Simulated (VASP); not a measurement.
## From an Ansatz input to VASP: BiB (zincblende)

Ansatz input

```yaml
crystal:
  lattice:
    - [0.0, 2.7448744631, 2.7448744631]
    - [2.7448744631, 0.0, 2.7448744631]
    - [2.7448744631, 2.7448744631, 0.0]
  atoms:
    - { symbol: B, position: [0.0, 0.0, 0.0] }
    - { symbol: Bi, position: [0.25, 0.25, 0.25] }
kpoints:
  mp_grid: { grid: [6, 6, 6] }
  band_path:
    path:
      - [0.0, 0.0, 0.0]
      - [0.5, 0.0, 0.5]
      - [0.5, 0.25, 0.75]
      - [0.375, 0.375, 0.75]
      - [0.5, 0.5, 0.5]
      - [0.625, 0.25, 0.625]
    npoints: 1
hamiltonian:
  xc: pbe0
scf:
  occupations: { method: fixed }
  n_extra_bands: 4
output:
  forces: true
  stress: true
  eigenvalues: true
```

Task: Which VASP files do the same job?

Result: 

INCAR, step 1 (PBE orbitals to start from)

```
ENCUT = 520
NELM = 120
LASPH = .TRUE.
PREC = Accurate
EDIFF = 1E-5
ISMEAR = 0
SIGMA = 0.01
GGA = PE
LWAVE = .TRUE.
NBANDS = 16
LREAL = .FALSE.
LCHARG = .FALSE.
```

INCAR, step 2

```
LHFCALC = .TRUE.
AEXX = 0.25
NSW = 0
PREC = Accurate
LREAL = .FALSE.
ALGO = Normal
SIGMA = 0.01
LASPH = .TRUE.
ISTART = 1
EDIFF = 1E-7
ISIF = 2
LWAVE = .FALSE.
NELM = 120
HFRCUT = -1
LCHARG = .FALSE.
GGA = PE
NBANDS = 16
ENCUT = 520
ISMEAR = 0
IBRION = -1
PRECFOCK = Fast
```

KPOINTS

```
KPOINTS created by Atomic Simulation Environment
0
Gamma
6 6 6
0 0 0
```

KPOINTS_OPT

```
special points
6
Reciprocal
0.0000000000 0.0000000000 0.0000000000 1
0.5000000000 0.0000000000 0.5000000000 1
0.5000000000 0.2500000000 0.7500000000 1
0.3750000000 0.3750000000 0.7500000000 1
0.5000000000 0.5000000000 0.5000000000 1
0.6250000000 0.2500000000 0.6250000000 1
```

POSCAR

```
B  Bi
 1.0000000000000000
     0.0000000000000000    2.7448744631273732    2.7448744631273732
     2.7448744631273732    0.0000000000000000    2.7448744631273732
     2.7448744631273732    2.7448744631273732    0.0000000000000000
 B   Bi
   1   1
Cartesian
  0.0000000000000000 -0.0000000000000000 -0.0000000000000000
  1.3724372315636866  1.3724372315636866  1.3724372315636866
```

VASP ran with the recommended PBE PAW datasets (18 valence electrons in the cell). Other inputs would serve too.

```tsv
	Ansatz	VASP
gap between bands v and c	1.52 eV	1.52 eV
least direct gap	1.52 eV	1.52 eV
pressure	-2.0 GPa	-2.0 GPa
```

The two codes use different PAW datasets and cutoffs. VASP's cell holds 18 valence electrons and Ansatz's 18. Ansatz's stress includes a Pulay correction; VASP's doesn't.
